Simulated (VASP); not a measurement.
Consider the following.

```xyz
8
Lattice="5.9017 0.0000 0.0000 0.0000 5.9017 0.0000 0.0000 0.0000 5.9017" Properties=species:S:1:pos:R:3 pbc="T T T"
Zn     0.0000     0.0000     0.0000
Cd     0.0000     2.9509     2.9509
Cd     2.9509     0.0000     2.9509
Cd     2.9509     2.9509     0.0000
Se     4.4987     4.4987     1.4030
Se     4.4987     1.4030     4.4987
Se     1.4030     1.4030     1.4030
Se     1.4030     4.4987     4.4987
```

The numbers are results of LDA (Ceperley-Alder, Perdew-Zunger), VASP's LDA PAW potentials (set 64) (plane waves; VASP), not measurements. Numerical set-up: 400 eV cut-off, Gaussian smearing of 0.050 eV, potentials Zn Cd Se.

### Question
Give the energies of bands 28 to 41 at the high-symmetry points, in eV from the valence-band maximum.

### Answer

| band | Γ | X | M | R |
|---|---|---|---|---|
| 28 | -2.16 | -2.74 | -3.83 | -4.81 |
| 29 | -2.16 | -2.58 | -2.46 | -1.01 |
| 30 | -2.16 | -2.56 | -2.46 | -1.01 |
| 31 | -2.00 | -2.56 | -2.33 | -1.01 |
| 32 | -2.00 | -2.42 | -2.11 | -0.78 |
| 33 | -2.00 | -1.27 | -0.96 | -0.78 |
| 34 | 0.00 | -1.27 | -0.96 | -0.78 |
| 35 | 0.00 | -1.00 | -0.93 | -0.64 |
| 36 | 0.00 | -1.00 | -0.56 | -0.64 |
| 37 | 0.59 | 3.28 | 3.43 | 2.12 |
| 38 | 2.88 | 3.39 | 3.86 | 2.32 |
| 39 | 2.88 | 3.97 | 3.96 | 2.32 |
| 40 | 2.88 | 4.06 | 3.96 | 2.32 |
| 41 | 3.44 | 5.11 | 5.65 | 6.16 |

The gap is direct, 0.59 eV, from the valence maximum at Γ to the conduction minimum at Γ.

The structure comes from a computed database's ZnCd3Se4 entry (P-43m); how it stands against other phases isn't given here. It was relaxed first, which changed the volume by -6 %.
